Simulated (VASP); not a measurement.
Output of a VASP run:

**OSZICAR**
```
       N       E                     dE             d eps       ncg     rms          rms(c)
DAV:   1     0.176874846833E+02    0.17687E+02   -0.60254E+03  1722   0.139E+03
DAV:   2    -0.219615922596E+02   -0.39649E+02   -0.34729E+02  1518   0.327E+02
DAV:   3    -0.260667463448E+02   -0.41052E+01   -0.34525E+01  1621   0.131E+02
DAV:   4    -0.263133442874E+02   -0.24660E+00   -0.21640E+00  1575   0.205E+01
DAV:   5    -0.263223781400E+02   -0.90339E-02   -0.87222E-02  1627   0.272E+00    0.382E+01
DAV:   6    -0.251759566342E+02    0.11464E+01   -0.12742E+00  1668   0.351E+01    0.142E+01
DAV:   7    -0.248235012771E+02    0.35246E+00   -0.78395E-01  1707   0.262E+01    0.966E-01
DAV:   8    -0.248077306568E+02    0.15771E-01   -0.17414E-02  1748   0.218E+00    0.340E-01
DAV:   9    -0.248070625971E+02    0.66806E-03   -0.62152E-04  1729   0.310E-01    0.415E-02
DAV:  10    -0.248070822778E+02   -0.19681E-04   -0.40165E-05  1605   0.731E-02    0.886E-03
DAV:  11    -0.248070819674E+02    0.31047E-06   -0.26825E-07   826   0.214E-02
   1 F= -.24807082E+02 E0= -.24807258E+02  d E =0.529346E-03
```

### OUTCAR
```
------------------------ aborting loop because EDIFF is reached ----------------------------------------
  FORCE on cell =-STRESS in cart. coord.  units (eV):
  Direction    XX          YY          ZZ          XY          YZ          ZX
  --------------------------------------------------------------------------------------
  Total       -2.9469751     -2.9469758     -2.9354776     -0.0000000      0.0000000      0.0000000
  in kB     -151.2177682   -151.2178034   -150.6278024     -0.0000000      0.0000000      0.0000000
  external PRESSURE =    -151.0211247 kB  Pullay stress =       0.0000000 kB
  volume of cell :       31.22
      direct lattice vectors                 reciprocal lattice vectors
     1.407600000 -2.438035000  0.000000000     0.355214550 -0.205083192  0.000000000
     1.407600000  2.438035000  0.000000000     0.355214550  0.205083192  0.000000000
     0.000000000  0.000000000  4.549200000     0.000000000  0.000000000  0.219818869
 POSITION                                       TOTAL-FORCE (eV/Angst)
 -----------------------------------------------------------------------------------
      1.40760      0.81268      1.13730         0.000000     -0.000000      0.000000
      1.40760     -0.81268      3.41190        -0.000000      0.000000      0.000000
 -----------------------------------------------------------------------------------
    total drift:                               -0.000000      0.000013     -0.000000
  FREE ENERGIE OF THE ION-ELECTRON SYSTEM (eV)
  ---------------------------------------------------
  free  energy   TOTEN  =       -24.8070819674 eV

  energy  without entropy=      -24.8076113131  energy(sigma->0) =      -24.80725842
```
(Selected blocks of OUTCAR.)

**POSCAR**
```
Re
1
    1.4076000000    -2.4380350000     0.0000000000
    1.4076000000     2.4380350000     0.0000000000
    0.0000000000     0.0000000000     4.5492000000
Re
2
Direct
  0.3333330000   0.6666670000   0.2500000000
  0.6666670000   0.3333330000   0.7500000000
```

Reconstruct the remaining input files.

One answer among several that fit: the input of the run itself, PBE GGA, plane waves, VASP's PBE PAW potentials (set 64).

**INCAR**
```
ALGO  =  Normal
EDIFF  =  1E-6
ENCUT  =  400
GGA  =  PE
ISIF  =  2
ISMEAR  =  1
KGAMMA  =  .False.
KSPACING  =  0.35
LASPH  =  .True.
LCHARG  =  .False.
LMAXMIX  =  6
LREAL  =  .False.
LWAVE  =  .False.
NELM  =  100
PREC  =  Accurate
SIGMA  =  0.1
SYSTEM  =  Re
```

POTCAR, in this order: Re (PBE.64 set). Program: vasp_std.

The compound is Re in the hcp structure. The cell was not relaxed at this level. The run is one of a series of settings (KGAMMA = .FALSE., KSPACING = 0.35, KPOINTS file removed against the base run), some of them coarse on purpose.
